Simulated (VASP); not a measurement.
Consider the following.

```
Pt3Ti
1.0
    3.85401     0.00000     0.00000
    0.00000     3.85401     0.00000
    0.00000     0.00000     3.85401
Ti Pt
1 3
Direct
  0.00000   0.00000   0.00000
  0.00000   0.50000   0.50000
  0.50000   0.00000   0.50000
  0.50000   0.50000   0.00000
```

Computed with PBEsol GGA, VASP's PBE PAW potentials (set 64) (plane waves; VASP). Numerical set-up: 500 eV cut-off, 8×8×8 Γ-centred mesh, first-order Methfessel-Paxton smearing of 0.10 eV, potentials Ti_sv Pt.

Energy and stress use the plane-wave basis of the starting cell.

Question: The ions, cell shape and volume at an external pressure of 20.0 GPa are relaxed. Which structure does the run end with?

Answer: 
```
Pt3Ti
1.0
    3.81613     0.00000     0.00000
    0.00000     3.81613     0.00000
    0.00000     0.00000     3.81613
Ti Pt
1 3
Direct
  0.00000   0.00000   0.00000
  0.00000   0.50000   0.50000
  0.50000   0.00000   0.50000
  0.50000   0.50000   0.00000
```
Space group Pm-3m (221), at a tolerance of 0.03 Å.

Question: How do energy and volume change from the first to the last step?

Answer: The energy (σ→0) changes by +38.4 meV/atom and the volume by -2.9 %, in 4 ionic steps.

The compound is Pt3Ti in the L1_2 structure. This run relaxes it under an external pressure of 20 GPa. Symmetry was kept, so distortions that lower it aren't found.
